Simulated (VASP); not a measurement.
Set up this calculation in VASP 6.6.1, as the native input.

```yaml
Task: single point
Functional: PBEsol
Potentials_or_basis: VASP PAW PBE potentials, release 64 (Ni, Ga_d, P)
Cutoff: 350 eV
k_mesh: 2 × 2 × 2
Occupations: gaussian, width 0.03 eV
Spin: collinear spin, ferromagnetic start
Starting_moments: "[3.0, 0.0, 0.0, 0.0, 0.0, 0.0, 0.0, 0.0, 0.0, 0.0, 0.0, 0.0, 0.0, 0.0, 0.0, 0.0, 0.0, 0.0, 0.0, 0.0, 0.0, 0.0, 0.0, 0.0] μB"
Fixed_moment: 3 μB
Hubbard_terms: Ni d U = 5 eV
Dq: 0
Further_INCAR_settings: LREAL = Auto; ALGO = Normal; EDIFF = 1e-05; ISYM = 0
```

The structure of Ga11NiP12 (a cell with a defect) lies in POSCAR:

```
Ga11NiP12                               
1.0
    0.0000000000      8.1757500000      8.1757500000
    5.4505000000      0.0000000000      5.4505000000
    5.4505000000      5.4505000000      0.0000000000
  Ni              Ga              P             
     1    11    12
Direct
     0.0052695171409268    0.9983607964819969    0.9961171705132540
     0.9992553952781537    0.0022752462872595    0.4998232773594458
     0.9974858768166640    0.5026548706977992    0.0010680062513833
     0.9980386110089493    0.5008677245210124    0.5006478089118719
     0.3287157268203758    0.0022047764999505    0.0017118737122485
     0.3278687631595028    0.0024412349074479    0.5047060665123780
     0.3262025100816023    0.5050963849157483    0.0020012204624759
     0.3322293438188680    0.5002838775125416    0.4999719718828576
     0.6661997818345550    0.0044663263954276    0.0020517188276582
     0.6683734580073494    0.0024089196172119    0.4921735730993539
     0.6667848819079293    0.4946517565310563    0.0006159032456120
     0.6654488497958215    0.5008970322949302    0.4989333351226449
     0.0770934124522412    0.1221029992582215    0.1199434307752343
     0.0773400580393440    0.1222482682360354    0.6416949665669865
     0.0757612532235607    0.6438579574988093    0.1217420420879540
     0.0822501270452186    0.6262221314363973    0.6250688173832450
     0.4133863401336337    0.1276370878181722    0.1271605824320783
     0.4168520919840031    0.1251781191179278    0.6246206650676864
     0.4154062674249046    0.6250870207316049    0.1246631823207622
     0.4147550494533468    0.6260619304255542    0.6256303430082000
     0.7673734735236090    0.1175527374159753    0.1150636840932693
     0.7492231234552634    0.1253786349363833    0.6248308573745911
     0.7476325885524359    0.6273065012078529    0.1235769674271782
     0.7486004990417368    0.6260396652546669    0.6244065355616454
```

These files were run (other wordings do the same):

INCAR

```
SYSTEM = Ga11NiP12
  PREC = Accurate
  ENCUT = 350
  EDIFF = 1E-5
  ISMEAR = 0
  SIGMA = 0.03
  LREAL = Auto
  LASPH = .True.
  NELM = 120
  ALGO = Normal
  ISIF = 2
  LWAVE = .False.
  LCHARG = .False.
  ISPIN = 2
  MAGMOM = 3 0 0 0 0 0 0 0 0 0 0 0 0 0 0 0 0 0 0 0 0 0 0 0
  LORBIT = 11
  NUPDOWN = 3
  LMAXMIX = 4
  LDAU = .True.
  LDAUTYPE = 2
  LDAUL = 2 -1 -1
  LDAUU = 5 0 0
  LDAUJ = 0 0 0
  LDAUPRINT = 1
  GGA = PS
  ISYM = 0
```

KPOINTS

```
Automatic mesh
0
Gamma
  2 2 2
  0 0 0
```

Potentials or basis: VASP PAW PBE potentials, release 64 (Ni, Ga_d, P).

Launch:

```sh
$ cat potpaw_PBE.64/Ni/POTCAR potpaw_PBE.64/Ga_d/POTCAR potpaw_PBE.64/P/POTCAR > POTCAR
$ mpirun -np 1 vasp_std > vasp.out
```

Results of the run:

```
Pressure                                              : -1.9 GPa
Largest force                                         : 0.345 eV/Å
Net moment                                            : 3.00 μB per cell
Site moments                                          : Ni +1.18; Ga +0.02, +0.01; P +0.13, +0.12, +0.02, +0.06, +0.04, +0.09 μB
Valence electrons inside the program's atomic spheres : Ni 9.46; Ga 11.70, 11.71, 11.72; P 2.49, 2.50, 2.52, 2.51
```

Caveat: the k mesh is coarse (spacing up to 0.50 Å⁻¹), so the values aren't converged; the cutoff is under 1.25 times the usual one of these potentials, so pressure, stress and relaxed cells hold a basis-set (Pulay) error; the PAW data sets were made with another functional, which shifts forces and pressure a little; the total moment is fixed, so each spin has its own Fermi level; the U is typed as a test and isn't derived for this compound.

It took 36 min on 1 thread of Intel(R) Xeon(R) Platinum 8259CL CPU @ 2.50GHz (Skylake/Cascade Lake), with other jobs on the host, peak memory 0.76 GiB.
